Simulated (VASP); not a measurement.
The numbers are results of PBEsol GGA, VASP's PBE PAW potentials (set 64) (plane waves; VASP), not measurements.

VASP ran on this input.

POSCAR:
```
Y
1
    1.8004523591    -3.1184752276    -0.0000000000
    1.8004523591     3.1184752276    -0.0000000000
    0.0000000000     0.0000000000     5.5441903152
Y
2
Direct
  0.3333330000   0.6666670000   0.2500000000
  0.6666670000   0.3333330000   0.7500000000
```

**KPOINTS**
```
Regular mesh
0
gamma
  11 11 6
```

### INCAR
```
ALGO=Normal
EDIFF=1E-8
EDIFFG=-0.001
ENCUT=400
GGA=PS
IBRION=1
ISIF=2
ISMEAR=1
LASPH=.TRUE.
LCHARG=.FALSE.
LMAXMIX=4
LREAL=.FALSE.
LWAVE=.FALSE.
NELM=100
NSW=30
PREC=Accurate
SIGMA=0.1
SYSTEM=Y
```

POTCAR, in this order: Y_sv (PBE.64 set). Program: vasp_std.

**Question.** Predict the energy per atom (σ→0), band gap (on the k-mesh).

**Answer.** 
energy per atom (σ→0): -6.823 eV/atom
band gap (on the k-mesh): none (metal, semimetal or under 0.01 eV)

OSZICAR:
```
...
DAV:  12    -0.136453284328E+02    0.16747E-05   -0.20178E-05  2177   0.437E-02    0.297E-02
DAV:  13    -0.136453302247E+02   -0.17919E-05   -0.67547E-06  2060   0.277E-02    0.229E-03
DAV:  14    -0.136453301871E+02    0.37569E-07   -0.27824E-07  3145   0.332E-03    0.102E-03
DAV:  15    -0.136453300012E+02    0.18594E-06   -0.28341E-08  1905   0.174E-03    0.954E-04
DAV:  16    -0.136453300445E+02   -0.43297E-07   -0.37363E-09  1191   0.624E-04    0.105E-04
DAV:  17    -0.136453300313E+02    0.13153E-07   -0.22879E-10  1156   0.133E-04    0.812E-05
DAV:  18    -0.136453300225E+02    0.88498E-08   -0.98857E-11  1170   0.916E-05
   1 F= -.13645330E+02 E0= -.13646835E+02  d E =-.136453E+02
```

The compound is Y in the hcp structure. It was relaxed first, which changed the volume by -6 %. The start is the result of an earlier pass.
